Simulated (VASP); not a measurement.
Calculation: PBE GGA, VASP's PBE PAW potentials (set 64) (plane waves; VASP).

The input files of a VASP run:

File KPOINTS:
```
Automatic mesh
0
Gamma
6 6 6
0 0 0
```

**INCAR**
```
SYSTEM = C
PREC = Normal; ENCUT = 500; LREAL = .FALSE.
LASPH = .TRUE.
EDIFF = 1E-8; NELM = 100; ALGO = Normal
ISMEAR = 0; SIGMA = 0.01
GGA = PE
LWAVE = .TRUE.; LCHARG = .FALSE.
```

File POSCAR:
```
C
1
    0.0000000000     1.7593960000     1.7593960000
    1.7593960000     0.0000000000     1.7593960000
    1.7593960000     1.7593960000     0.0000000000
C
2
Direct
  0.0000000000   0.0000000000   0.0000000000
  0.2500000000   0.2500000000   0.2500000000
```

POTCAR, in this order: C_GW_new (PBE.64 set). Program: vasp_std.

The resulting files:

**OUTCAR**
```
 ion  position               nearest neighbor table
   1  0.000  0.000  0.000-   2 1.52   2 1.52   2 1.52   2 1.52
   2  0.250  0.250  0.250-   1 1.52   1 1.52   1 1.52   1 1.52
  LATTYP: Found a face centered cubic cell.
 ALAT       =     3.5187920000
 Subroutine PRICEL returns:
 Original cell was already a primitive cell.
 Subroutine GETGRP returns: Found 48 space group operations
The static configuration has the point symmetry T_d .
 The point group associated with its full space group is O_h .
The dynamic configuration has the point symmetry T_d .
 Subroutine INISYM returns: Found 48 space group operations
 Subroutine IBZKPT returns following result:
 Found     16 irreducible k-points:

 Following reciprocal coordinates:
            Coordinates               Weight
  0.000000  0.000000  0.000000      1.000000
  0.166667  0.000000  0.000000      8.000000
  0.333333  0.000000  0.000000      8.000000
  0.500000  0.000000  0.000000      4.000000
  0.166667  0.166667  0.000000      6.000000
  0.333333  0.166667  0.000000     24.000000
  0.500000  0.166667  0.000000     24.000000
 -0.333333  0.166667  0.000000     24.000000
 -0.166667  0.166667  0.000000     12.000000
  0.333333  0.333333  0.000000      6.000000
  0.500000  0.333333  0.000000     24.000000
 -0.333333  0.333333  0.000000     12.000000
  0.500000  0.500000  0.000000      3.000000
  0.500000  0.333333  0.166667     24.000000
 -0.333333  0.333333  0.166667     24.000000
 -0.333333  0.500000  0.166667     12.000000
   k-points           NKPTS =     16   k-points in BZ     NKDIM =     16   number of bands    NBANDS=      8
   number of dos      NEDOS =    301   number of ions     NIONS =      2
   total plane-waves  NPLWV =   2744
   dimension x,y,z NGX =    14 NGY =   14 NGZ =   14
   dimension x,y,z NGXF=    28 NGYF=   28 NGZF=   28
   ions per type =               2
   PREC   = normal    normal or accurate (medium, high low for compatibility)
...
```

OSZICAR:
```
       N       E                     dE             d eps       ncg     rms          rms(c)
DAV:   1     0.210674741896E+02    0.21067E+02   -0.65986E+03   256   0.148E+03
DAV:   2    -0.181874936278E+02   -0.39255E+02   -0.37625E+02   408   0.276E+02
DAV:   3    -0.188842922207E+02   -0.69680E+00   -0.69680E+00   320   0.293E+01
DAV:   4    -0.188856132637E+02   -0.13210E-02   -0.13210E-02   416   0.171E+00
DAV:   5    -0.188856151199E+02   -0.18563E-05   -0.18571E-05   288   0.412E-02    0.509E+00
DAV:   6    -0.183406906023E+02    0.54492E+00   -0.38838E-01   376   0.682E+00    0.281E+00
DAV:   7    -0.181498409660E+02    0.19085E+00   -0.42907E-01   400   0.702E+00    0.404E-01
DAV:   8    -0.181511089125E+02   -0.12679E-02   -0.20340E-03   256   0.816E-01    0.465E-02
DAV:   9    -0.181511415180E+02   -0.32606E-04   -0.12006E-04   400   0.160E-01    0.149E-02
DAV:  10    -0.181511524718E+02   -0.10954E-04   -0.11076E-05   288   0.415E-02    0.178E-03
DAV:  11    -0.181511523196E+02    0.15224E-06   -0.27810E-07   408   0.690E-03    0.354E-04
DAV:  12    -0.181511523844E+02   -0.64840E-07   -0.59851E-09   264   0.107E-03    0.475E-05
DAV:  13    -0.181511523800E+02    0.43737E-08   -0.13520E-10   128   0.155E-04
   1 F= -.18151152E+02 E0= -.18151152E+02  d E =-.115465E-30
```

### OUTCAR
```
------------------------ aborting loop because EDIFF is reached ----------------------------------------
  FORCE on cell =-STRESS in cart. coord.  units (eV):
  Direction    XX          YY          ZZ          XY          YZ          ZX
  --------------------------------------------------------------------------------------
  Total        1.4239559      1.4239559      1.4239559      0.0000000      0.0000000      0.0000000
  in kB      209.4528743    209.4528743    209.4528743      0.0000000      0.0000000      0.0000000
  external PRESSURE =     209.4528743 kB  Pullay stress =       0.0000000 kB
  volume of cell :       10.89
      direct lattice vectors                 reciprocal lattice vectors
     0.000000000  1.759396000  1.759396000    -0.284188437  0.284188437  0.284188437
     1.759396000  0.000000000  1.759396000     0.284188437 -0.284188437  0.284188437
     1.759396000  1.759396000  0.000000000     0.284188437  0.284188437 -0.284188437
 POSITION                                       TOTAL-FORCE (eV/Angst)
 -----------------------------------------------------------------------------------
      0.00000      0.00000      0.00000         0.000000     -0.000000     -0.000000
      0.87970      0.87970      0.87970        -0.000000      0.000000      0.000000
 -----------------------------------------------------------------------------------
    total drift:                               -0.000000     -0.000000     -0.000000
  FREE ENERGIE OF THE ION-ELECTRON SYSTEM (eV)
  ---------------------------------------------------
  free  energy   TOTEN  =       -18.1511523800 eV

  energy  without entropy=      -18.1511523800  energy(sigma->0) =      -18.15115238
```
(Selected blocks of OUTCAR.)

The compound is C in the diamond structure. This cell is one point of a volume scan, at 0.96 of the reference volume. The k-mesh is coarse (spacing up to 0.52 per Å, 2π included), so the numbers may not be converged in it.
